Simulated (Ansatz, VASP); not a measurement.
# Pt (free-standing triangular Pt monolayer, spacing 3.069 A) in two plane-wave programs

One calculation is typed for both programs; each brings its own data sets. How far apart do they land? The cell is taken from a series of runs on this material, whose earlier steps may have relaxed, scaled, displaced or heated it; both programs get it as it stands.

Calculated with Ansatz 0.2.0; plane waves, with VASP 6.6.1 beside it; single point at PBE.

## (1) Starting point

The cell holds 1 atom: 1 Pt. Cell: a = 3.069 Å, b = 3.069 Å, c = 14.000 Å, α = 90.0°, β = 90.0°, γ = 120.0°. As first built, before any earlier steps moved the atoms (in the runner's words): model lattice. Vacuum lies along c.

## (2) Ansatz: single point, PBE

Ansatz runs on its PAW soft_1 files.

A single point gives forces, pressure and levels at one fixed geometry, so differences don't come from the geometry; what else differs is listed under the comparison.

The input, input.yaml:

```yaml
crystal:
  lattice:
    - [3.069, 0.0, 0.0]
    - [-1.5345, 2.657832, 0.0]
    - [0.0, 0.0, 14.0]
  atoms:
    - { symbol: Pt, position: [0.0, 0.0, 0.5], spin: 0.53 }
magnetization:
  spin_polarized: true
kpoints:
  mp_grid: { grid: [20, 20, 1] }
hamiltonian:
  xc: pbe
  pseudopotentials: { kind: paw, azcp: { folder: soft_1 } }
scf:
  occupations: { method: fermi_dirac, width: 0.05 }
  max_iter: 120
  convergence: { dr2_threshold: 1.0e-10 }
  lower_state_search: "off"
basis:
  ecutwfc: 420.0
```

Run with:

```bash
> ansatz run input.yaml --threads 1 --pin off --max-ram 2560MiB --backend cpu --events-out ev --progress --plain --runs-dir out
```

Numbers of over 12 decimals in the logs are rounded to 6 here.

The log of the run:

```text
Engine: ansatz 0.2.0, aarch64-unknown-linux-gnu
Pseudopotentials: kind: paw
Pseudopotential: Pt, paw, valence charge 18, recommended cutoff 420 eV (normal), soft_1/Pt.paw.azcp
Functional definition: PBE
  parameter kappa = 0.804
  parameter beta = 0.066725
  exchange = pbe_x(kappa = kappa, mu = beta*pi^2/3)
  correlation = pbe_c(beta = beta)
Crystal: 1 atoms, lattice volume = 114.196 Å³
Basis set: ecut = 420 eV, 2207 PW (Γ)
Bands: 14, of which v1, the nominal top of the filled ones, is band 9 counted from 1 (8 counted from 0)
Symmetry: 24 space group operations
Space group: P6/mmm (ITA 191), of the structure as read, at distance tolerance 4.9e-5 Å
Magnetic group: BNS 191.233 (UNI 1463), of the structure as read, at distance tolerance 4.9e-5 Å
k-points: 44 of 400
Non-local potential: Pt, projectors of the file, l = 0: 3, l = 1: 2, l = 2: 2, l = 3: 1
PAW form: soft (Blöchl's): semilocal exchange-correlation on the pseudo side does not see the compensation charge
PAW one-centre angular grid: Pt, 590 points (default); XC on 64 Gauss nodes
Initial density: superposition of atomic densities (neutral atoms: chi_scale 0, normalization atom)
Starting moments: Σ|m| = 0.53 μB on 1 of 1 site
Initial wavefunctions: pseudopotential atomic-orbital guess
Functional: x = pbe(κ = 0.804, μ = 0.219515), c = pbe(β = 0.066725)
SCF iter   1: F=—  HF=-12522.880954 eV  |F-HF|=—  |Δ(HF+E_count)|=         —  Δρ=2.07e-2 (↑2.07e-2 ↓1.49e-2)  dr2=1.32e0  dr2_m=3.82e-2  M=0.354 μB ∫|m|=0.366 μB  β_m=0.30  ethr=3.10e-3  ⟨swp⟩=5.7  Hψ=6533  notcnv=0
preconditioner: auto → LDOS  [metal: Δε(μ)=0.018 eV  Ē_g=7.508 eV  σ=0.050 eV  W_gap=0.09  n_scr=8 (ndim 8)  ℏωp=11.0 eV  f_vac=0.703  D(μ)=2.31/eV (n_scr^D=8)]
spin=Collinear: LDOS preconditioning applied to the charge; magnetization (m = ρ↑ − ρ↓) channel mixes plain (no charge-response kernel on spin).
SCF iter   2: F=—  HF=-12522.625776 eV  |F-HF|=—  |Δ(HF+E_count)|=   2.55e-1  Δρ=1.03e-2 (↑1.03e-2 ↓8.01e-3)  dr2=3.32e-1  dr2_m=1.68e-2  M=0.406 μB ∫|m|=0.413 μB  β_m=0.30  ethr=3.10e-3  ⟨swp⟩=2.9  Hψ=2696  notcnv=0  defer=38
SCF iter   3: F=—  HF=-12522.562637 eV  |F-HF|=—  |Δ(HF+E_count)|=   6.31e-2  Δρ=4.89e-3 (↑1.79e-3 ↓4.89e-3)  dr2=2.93e-2  dr2_m=6.41e-3  M=0.520 μB ∫|m|=0.521 μB  β_m=1.00  ethr=1.85e-3  ⟨swp⟩=2.6  Hψ=1896  notcnv=0  defer=38
SCF iter   4: F=—  HF=-12522.576917 eV  |F-HF|=—  |Δ(HF+E_count)|=   1.43e-2  Δρ=2.40e-3 (↑1.99e-3 ↓2.40e-3)  dr2=1.74e-2  dr2_m=9.21e-4  M=0.505 μB ∫|m|=0.511 μB  β_m=0.30  ethr=1.63e-4  ⟨swp⟩=2.7  Hψ=2289  notcnv=0  defer=38
SCF iter   5: F=—  HF=-12522.575569 eV  |F-HF|=—  |Δ(HF+E_count)|=   1.35e-3  Δρ=1.01e-3 (↑5.89e-4 ↓1.01e-3)  dr2=6.50e-4  dr2_m=3.38e-4  M=0.517 μB ∫|m|=0.523 μB  β_m=1.00  ethr=9.68e-5  ⟨swp⟩=2.9  Hψ=2362  notcnv=0  defer=38
SCF iter   6: F=—  HF=-12522.577034 eV  |F-HF|=—  |Δ(HF+E_count)|=   1.46e-3  Δρ=6.17e-4 (↑2.55e-4 ↓6.17e-4)  dr2=1.87e-4  dr2_m=1.46e-4  M=0.533 μB ∫|m|=0.539 μB  β_m=1.00  ethr=3.61e-6  ⟨swp⟩=2.2  Hψ=2111  notcnv=0  defer=38
SCF iter   7: F=—  HF=-12522.577143 eV  |F-HF|=—  |Δ(HF+E_count)|=   1.10e-4  Δρ=4.34e-4 (↑2.01e-4 ↓4.34e-4)  dr2=1.12e-4  dr2_m=3.13e-5  M=0.539 μB ∫|m|=0.545 μB  β_m=1.00  ethr=1.04e-6  ⟨swp⟩=2.7  Hψ=2027  notcnv=0  defer=38
SCF iter   8: F=—  HF=-12522.577205 eV  |F-HF|=—  |Δ(HF+E_count)|=   6.18e-5  Δρ=2.15e-4 (↑9.34e-5 ↓2.15e-4)  dr2=7.87e-5  dr2_m=5.69e-6  M=0.538 μB ∫|m|=0.545 μB  β_m=0.30  ethr=6.21e-7  ⟨swp⟩=2.8  Hψ=2073  notcnv=0  defer=38
Mixer restart at iter 8: flushing history
spin-set hold released at iteration 8 (site moments contracting): the magnetisation degrees of freedom join the quasi-Newton model from the next iteration; the mixer history was flushed
SCF iter   9: F=—  HF=-12522.577228 eV  |F-HF|=—  |Δ(HF+E_count)|=   2.26e-5  Δρ=1.37e-4 (↑2.92e-5 ↓1.37e-4)  dr2=1.50e-5  dr2_m=5.01e-6  M=0.540 μB ∫|m|=0.547 μB  β_m=0.51  ethr=4.37e-7  ⟨swp⟩=1.0  Hψ=1212  notcnv=0  defer=38
SCF iter  10: F=—  HF=-12522.577260 eV  |F-HF|=—  |Δ(HF+E_count)|=   3.21e-5  Δρ=8.87e-5 (↑5.40e-5 ↓8.87e-5)  dr2=2.15e-6  dr2_m=4.47e-6  M=0.543 μB ∫|m|=0.550 μB  β_m=0.70  ethr=8.36e-8  ⟨swp⟩=1.6  Hψ=1401  notcnv=0  defer=38
SCF iter  11: F=—  HF=-12522.577272 eV  |F-HF|=—  |Δ(HF+E_count)|=   1.20e-5  Δρ=4.03e-5 (↑3.42e-5 ↓4.03e-5)  dr2=3.11e-7  dr2_m=1.28e-6  M=0.545 μB ∫|m|=0.552 μB  β_m=0.85  ethr=1.20e-8  ⟨swp⟩=2.1  Hψ=1773  notcnv=0  defer=37
SCF iter  12: F=—  HF=-12522.577273 eV  |F-HF|=—  |Δ(HF+E_count)|=   1.23e-6  Δρ=3.83e-6 (↑3.83e-6 ↓3.33e-6)  dr2=1.35e-8  dr2_m=9.66e-9  M=0.547 μB ∫|m|=0.553 μB  β_m=0.86  ethr=1.73e-9  ⟨swp⟩=2.3  Hψ=2055  notcnv=0  defer=37
SCF iter  13: F=—  HF=-12522.577273 eV  |F-HF|=—  |Δ(HF+E_count)|=   2.02e-8  Δρ=1.93e-6 (↑1.52e-6 ↓1.93e-6)  dr2=1.44e-9  dr2_m=2.67e-9  M=0.547 μB ∫|m|=0.553 μB  β_m=0.90  ethr=7.51e-11  ⟨swp⟩=2.5  Hψ=2204  notcnv=0  defer=37
SCF iter  14: F=—  HF=-12522.577273 eV  |F-HF|=—  |Δ(HF+E_count)|=   4.18e-9  Δρ=4.50e-7 (↑1.82e-7 ↓4.50e-7)  dr2=2.52e-10  dr2_m=6.23e-11  M=0.547 μB ∫|m|=0.554 μB  β_m=0.95  ethr=7.98e-12  ⟨swp⟩=2.6  Hψ=2276  notcnv=0  defer=37
SCF iter  15: F=-12522.577273 eV  HF=-12522.577273 eV  |F-HF|=2.18e-11  |Δ(HF+E_count)|=  1.06e-10  Δρ=8.72e-8 (↑8.72e-8 ↓7.76e-8)  dr2=2.71e-11  dr2_m=2.19e-12  M=0.547 μB ∫|m|=0.554 μB  ethr=1.00e-12  ⟨swp⟩=2.7  Hψ=2479  notcnv=0
SCF 1 converged in 15 iterations: F = -12522.577273 eV  dr2 = 2.71e-11
  greatest PAW one-centre occupation: 1.000 electrons in one spin orbital (limit 2), on the Pt atom at site 0 (counted from 0), in its partial waves of l = 0
SCF converged after 15 iterations
Magnetization: 0.5467 μB (9.2733 up, 8.7267 down)
Absolute magnetization: 0.5535 μB (∫|ρ↑−ρ↓|, with the PAW one-centre terms)
Spin contamination: 0.0018 ħ² per cell (⟨S²⟩ above its minimum at these occupations)
Per-site moments (μB) at R_I (Å): [(0.528037, 1.265963)]
Free energy (F): -12522.577273 eV
Harris-Foulkes:  -12522.577273 eV  (|F-HF|=2.18e-11)
Internal energy: -12522.548124 eV  (E = F + TS)
E sigma→0 (E₀):  -12522.562699 eV
Entropy (-TS):   -0.029149 eV (-29.149 meV/atom)
Fermi energy:    -2.640631 eV
--- Per-component energies (eV) ---
  E_band       = -560.423050
  E_kinetic    = 591.260713
  E_local      = -8420.020354  (includes V_loc(G=0)·N_el)
  E_nonlocal   = 204.445013
  E_hartree    = 3823.118725
  E_xc         = -227.724926
  E_vxc        = -264.893756  (∫ρ·V_xc dr)
  E_paw        = -9483.762684  (= ΣΔE_a)
  E_vpaw       = -317.452820  (= ΣTr[D̂ρ^β])
  E_aug_tail   = 0.001136  (compensation charges beyond the density's cutoff)
  E_ewald      = 990.134254
  E_smearing   = -0.029149  (= −TS)
  E_closure    = 0.000000  (closes the sum)
  Σ components = -12522.577273   (vs F -12522.577273, Δ=0.00e0)
```

Reading the cycles: dr2 is the Hartree energy of the density residual (eV), the measure of convergence; HF is the Harris–Foulkes estimate of the energy, which meets the free energy F at convergence.

## (3) VASP: single point, PBE

The same cell, functional, mesh and smearing now go to VASP, with its own data sets.

Lines of VASP's logs that name or quote its potential files are left out, and so is its time.

The input, INCAR:

```
SYSTEM = Pt
PREC = Accurate
ENCUT = 400
EDIFF = 1E-06
NELM = 200
ISMEAR = -1
SIGMA = 0.05
LREAL = .FALSE.
ALGO = Normal
GGA = PE
NBANDS = 12
ISPIN = 2
MAGMOM = 0.53
LASPH = .TRUE.
LMAXMIX = 4
LORBIT = 11
LWAVE = .FALSE.
LCHARG = .FALSE.
ISIF = 2
GGA_COMPAT = .FALSE.
```

The input, POSCAR:

```
Pt
1.0
    3.0690000000      0.0000000000      0.0000000000
   -1.5345000000      2.6578320000      0.0000000000
    0.0000000000      0.0000000000     14.0000000000
Pt
1
Direct
    0.0000000000      0.0000000000      0.5000000000
```

The input, KPOINTS:

```
Automatic mesh
0
Gamma
20 20 1
0 0 0
```

The projector-augmented-wave data sets are Pt (PBE family, release 64).

Run with:

```bash
> mpirun -np 1 vasp_std
```

The log of the run:

```text
[banner, memory and clock lines left out]
running    1 mpi-ranks, on    1 nodes
 distrk:  each k-point on    1 cores,    1 groups
 distr:  one band on    1 cores,    1 groups

 POSCAR found type information on POSCAR Pt
 POSCAR found :  1 types and       1 ions
 LDA part: xc-table for (Slater+PW92), standard interpolation
 POSCAR, INCAR and KPOINTS ok, starting setup
 FFT: planning ... GRIDC
 FFT: planning ... GRID_SOFT
 FFT: planning ... GRID
 WAVECAR not read
 entering main loop
       N       E                     dE             d eps       ncg     rms          rms(c)
DAV:   1     0.450951074598E+02    0.45095E+02   -0.28296E+03  2148   0.464E+02
DAV:   2    -0.213006649385E+01   -0.47225E+02   -0.42159E+02  3060   0.102E+02
DAV:   3    -0.427115497436E+01   -0.21411E+01   -0.20416E+01  2428   0.232E+01
DAV:   4    -0.428592235851E+01   -0.14767E-01   -0.14759E-01  2492   0.229E+00
DAV:   5    -0.428617638270E+01   -0.25402E-03   -0.25402E-03  2460   0.311E-01    0.420E+00
DAV:   6    -0.393599541163E+01    0.35018E+00   -0.18280E+00  2300   0.693E+00    0.243E+00
DAV:   7    -0.394353065248E+01   -0.75352E-02   -0.21707E-02  2208   0.819E-01    0.146E+00
DAV:   8    -0.395216905792E+01   -0.86384E-02   -0.17752E-02  2268   0.598E-01    0.438E-01
DAV:   9    -0.394618761210E+01    0.59814E-02   -0.21500E-03  2144   0.196E-01    0.211E-01
DAV:  10    -0.394806699811E+01   -0.18794E-02   -0.69006E-04  2232   0.118E-01    0.882E-02
DAV:  11    -0.395663432173E+01   -0.85673E-02   -0.10303E-03  2164   0.136E-01    0.459E-02
DAV:  12    -0.396201703610E+01   -0.53827E-02   -0.15459E-04  2212   0.510E-02    0.373E-02
DAV:  13    -0.396411841071E+01   -0.21014E-02   -0.59287E-05  2160   0.324E-02    0.194E-02
DAV:  14    -0.396496127100E+01   -0.84286E-03   -0.50188E-05  2228   0.242E-02    0.174E-02
DAV:  15    -0.396517170061E+01   -0.21043E-03   -0.13825E-05  2208   0.141E-02    0.625E-03
DAV:  16    -0.396522960524E+01   -0.57905E-04   -0.47818E-06  2200   0.779E-03    0.221E-03
DAV:  17    -0.396523617214E+01   -0.65669E-05   -0.42747E-07  2192   0.230E-03    0.110E-03
DAV:  18    -0.396523790832E+01   -0.17362E-05   -0.83934E-08  2208   0.144E-03    0.823E-04
DAV:  19    -0.396523839854E+01   -0.49022E-06   -0.29964E-08  2184   0.679E-04
   1 F= -.39652384E+01 E0= -.39499649E+01  d E =-.305469E-01  mag=     0.5713
```

Parts of OUTCAR (step 3):

```text
ion  position               nearest neighbor table
   1  0.000  0.000  0.500-

  LATTYP: Found a hexagonal cell.
 ALAT       =     3.0690000000
 C/A-ratio  =     4.5617464972

 Subroutine GETGRP returns: Found 24 space group operations
 (whereof 24 operations were pure point group operations)

The static configuration has the point symmetry D_6h.

 Found     44 irreducible k-points:

   k-points           NKPTS =     44   k-points in BZ     NKDIM =     44   number of bands    NBANDS=     12

   dimension x,y,z NGX =    20 NGY =   20 NGZ =   96
   dimension x,y,z NGXF=    40 NGYF=   40 NGZF=  192

   ENCUT  =  400.0 eV  29.40 Ry    5.42 a.u.   5.00  5.00 22.83*2*pi/ulx,y,z

   NELECT =      10.0000    total number of electrons

 k-points in reciprocal lattice and weights: Automatic mesh
   0.00000000  0.00000000  0.00000000       0.003
   0.05000000 -0.00000000  0.00000000       0.015
   0.10000000 -0.00000000  0.00000000       0.015
   0.15000000  0.00000000  0.00000000       0.015
   0.20000000 -0.00000000  0.00000000       0.015
   0.25000000  0.00000000  0.00000000       0.015
   0.30000000  0.00000000  0.00000000       0.015
   0.35000000 -0.00000000  0.00000000       0.015
   0.40000000 -0.00000000  0.00000000       0.015
[...]
0.30000000  0.30000000  0.00000000       0.015
   0.35000000  0.30000000  0.00000000       0.015

 average (electrostatic) potential at core
       1 -76.7833

 E-fermi :  -4.2430

 spin component 1
 k-point     1 :       0.0000    0.0000    0.0000
  band No.  band energies     occupation
    ...
      2      -5.9743      1.00000
      3      -5.9743      1.00000
      4      -5.2883      1.00000
      5      -4.4473      0.98350
      6      -4.4473      0.98350
      7      -1.4238      0.00000
      8       1.9622      0.00000
      9       3.0420      0.00000
     10       3.5686      0.00000
     11       6.5087      0.00000
    ...

 k-point     2 :       0.0500   -0.0000    0.0000
  band No.  band energies     occupation
    ...
      2      -6.0000      1.00000
      3      -5.9332      1.00000
      4      -5.2721      1.00000
      5      -4.5240      0.99639
      6      -4.4561      0.98613
      7      -1.3118      0.00000
      8       2.0130      0.00000
      9       3.1018      0.00000
     10       3.6181      0.00000
     11       6.5695      0.00000
    ...

 k-point     3 :       0.1000   -0.0000    0.0000
  band No.  band energies     occupation
    ...
      2      -6.0681      1.00000
      3      -5.8119      1.00000
      4      -5.2246      1.00000
      5      -4.7232      0.99993
      6      -4.4816      0.99162
      7      -1.0053      0.00000
      8       2.1654      0.00000
      9       3.2803      0.00000
     10       3.7667      0.00000
     11       6.7507      0.00000
    ...

 k-point     4 :       0.1500    0.0000    0.0000
  band No.  band energies     occupation
    ...
      2      -6.1478      1.00000
      3      -5.6170      1.00000
      4      -5.1491      1.00000
      5      -4.9861      1.00000
      6      -4.5210      0.99617
      7      -0.5597      0.00000
      8       2.4197      0.00000
      9       3.5741      0.00000
     10       4.0148      0.00000
     11       7.0487      0.00000
    ...

 k-point     5 :       0.2000   -0.0000    0.0000
  band No.  band energies     occupation
    ...
      2      -6.1683      1.00000
      3      -5.3602      1.00000
      4      -5.2648      1.00000
      5      -5.0503      1.00000
      6      -4.5702      0.99856
      7      -0.0175      0.00000
      8       2.7758      0.00000
      9       3.9781      0.00000
     10       4.3630      0.00000
     11       7.4565      0.00000
    ...

 k-point     6 :       0.2500    0.0000    0.0000
  band No.  band energies     occupation
    ...
      2      -5.9784      1.00000
      3      -5.5295      1.00000
      4      -5.0587      1.00000
      5      -4.9318      1.00000
      6      -4.6240      0.99951
      7       0.5967      0.00000
      8       3.2344      0.00000
      9       4.4852      0.00000
     10       4.8120      0.00000
     11       7.6561      0.00000
    ...

  Total       -5.7374402     -5.7374404     -0.0137280      0.0000000      0.0000000     -0.0000000
  in kB      -80.4963715    -80.4963737     -0.1926045      0.0000000      0.0000000     -0.0000000
  external PRESSURE =     -53.7284499 kB  Pullay stress =       0.0000000 kB

  energy-cutoff  :      400.00
  volume of cell :      114.20
      direct lattice vectors                 reciprocal lattice vectors
     3.069000000  0.000000000  0.000000000     0.325839036  0.188123252  0.000000000
    -1.534500000  2.657832000  0.000000000     0.000000000  0.376246505  0.000000000
     0.000000000  0.000000000 14.000000000     0.000000000  0.000000000  0.071428571

 POSITION                                       TOTAL-FORCE (eV/Angst)
 -----------------------------------------------------------------------------------
      0.00000      0.00000      7.00000         0.000000      0.000000      0.000000
 -----------------------------------------------------------------------------------
    total drift:                                0.000000     -0.000000      0.000000

  FREE ENERGIE OF THE ION-ELECTRON SYSTEM (eV)
  ---------------------------------------------------
  free  energy   TOTEN  =        -3.9652383985 eV

  energy  without entropy=       -3.9346914938  energy(sigma->0) =       -3.94996495

 total charge
# of ion       s       p       d       tot
------------------------------------------
    1        0.552   0.162   7.925   8.639

 magnetization (x)
# of ion       s       p       d       tot
------------------------------------------
    1        0.012   0.001   0.543   0.555

[... 6 further parts left out ...]
```

## (4) Side by side

Known differences besides the potentials themselves: VASP starts from the moments at which Ansatz ended; the data sets hold 18 valence electrons in Ansatz (on its PAW soft_1 files) and 10 in VASP; the cutoff is 420 eV in Ansatz and 400 eV in VASP; site moments are counted in spheres of each program's own size. Total energies have different zeros and are not compared.

Both answers:

```csv
quantity,Ansatz,VASP,difference
total moment (μB),0.55,0.57,-0.02
moment on Pt1 (μB),0.53,0.56,-0.03
```

With vacuum in the cell, a pressure given here is an average over mostly empty space and none of the material.

## (5) Summary of results

- difference in total moment (single point, PBE): -0.025 μB

What this shows: The difference in total moment is -0.025 μB (single point, PBE). The data sets hold unlike numbers of valence electrons (18 in Ansatz and 10 in VASP), so part of the differences comes from the potentials. How closely two codes agree says nothing of how well the functional describes the real material.

[Lines on the potential files, build, host, timing and source positions are cut from VASP's logs without a mark.]

[Logs are printed without paths, hosts, clocks, repeated set-up lines and the standing remarks that a program may print on its own settings, such as how far it seeks lower states.]

[Hosts, paths, dates, database ids (printed as entryN), source tags and the programs' standing remarks are cut or masked in the printed files.]
